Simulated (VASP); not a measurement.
Crystal: Ni.

```
Ni
1.0
     0.00000    1.76194    1.76194
     1.76194    0.00000    1.76194
     1.76194    1.76194    0.00000
Ni
1
Direct
  0.00000 0.00000 0.00000
```

* Program: VASP 6.6.1
* Task: relaxation of cell and atoms
* Functional: PBE
* Dispersion: D3(BJ)
* Potentials or basis: VASP PAW PBE potentials, release 64 (Ni)
* Cutoff: 520 eV
* k mesh: 20 × 20 × 20
* Occupations: gaussian, width 0.1 eV
* Spin: collinear spin, ferromagnetic start
* Starting moments: [0.8] μB

At the start: pressure -7.8 GPa; volume 10.94 Å³/atom.

Problem. Where does the relaxation end?

Solution. Over 3 steps the energy falls by 10.9 meV/atom and the volume is 10.51 Å³/atom (-3.9 %); space group Fm-3m (No. 225, to 0.05 Å); moment 0.62 μB per cell.

The path:
```
step  energy change (eV)  largest force (eV/Å)  pressure (GPa)  volume (Å³)
   1              0.0000                0.0000           -7.81        10.94
   2             -0.0001                0.0000            9.12        10.12
   3             -0.0109                0.0000            0.00        10.51
```

Final structure:
```
Ni
1.0
     0.00000    1.73873    1.73873
     1.73873    0.00000    1.73873
     1.73873    1.73873    0.00000
Ni
1
Direct
  0.00000 0.00000 0.00000
```

Caveat: pairwise dispersion overbinds metals, which lowers pressure and volume.
